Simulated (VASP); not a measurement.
Method: PBE GGA, VASP's PBE PAW potentials (set 64) (plane waves; VASP).

A VASP calculation is set up with these files.

File POSCAR:
```
Ge
1.0
  0.0000000000   2.8661570000   2.7448350000
  2.7466390000   0.0000000000   2.7448350000
  2.7466390000   2.8661570000   0.0000000000
Ge
2
Cart
  0.0000000000   0.0000000000   0.0000000000
  1.4092510314   1.4330785000   1.3724175000
```

### INCAR
```
SYSTEM  =  Ge
PREC  =  Accurate; ENCUT  =  400; LREAL  =  .False.
LASPH  =  .True.; ADDGRID  =  .True.
EDIFF  =  1E-6; NELM  =  100; ALGO  =  Normal
LMAXMIX  =  4
ISMEAR  =  0; SIGMA  =  0.05
GGA  =  PE
ISIF  =  2
LWAVE  =  .False.; LCHARG  =  .False.
```

**KPOINTS**
```
Automatic mesh
0
Gamma
7 7 7
0 0 0
```

POTCAR, in this order: Ge_d (PBE.64 set). Program: vasp_std.

### Question
Predict the energy per atom (σ→0), pressure, largest force.

### Answer

```yaml
energy per atom (σ→0): -4.449 eV/atom
pressure: 7.03 GPa
largest_force: 0.455 eV/Å
```

**OSZICAR**
```
...
DAV:   5    -0.900004215275E+01   -0.79839E-02   -0.79833E-02  4086   0.341E+00    0.343E+00
DAV:   6    -0.893407017989E+01    0.65972E-01   -0.25785E-02  3838   0.155E+00    0.205E+00
DAV:   7    -0.889558907051E+01    0.38481E-01   -0.67809E-02  3766   0.242E+00    0.163E-01
DAV:   8    -0.889739084624E+01   -0.18018E-02   -0.68579E-03  4036   0.118E+00    0.719E-02
DAV:   9    -0.889741005267E+01   -0.19206E-04   -0.23079E-04  4482   0.261E-01    0.174E-02
DAV:  10    -0.889742154920E+01   -0.11497E-04   -0.73251E-05  4578   0.155E-01    0.875E-03
DAV:  11    -0.889742211625E+01   -0.56705E-06   -0.93314E-06  4504   0.564E-02
   1 F= -.88974221E+01 E0= -.88973526E+01  d E =-.139123E-03
```

The compound is Ge in the diamond structure. The cell was not relaxed at this level, atoms are displaced from their ideal sites. The run is one of a series of settings (ADDGRID = .TRUE. against the base run), some of them coarse on purpose.
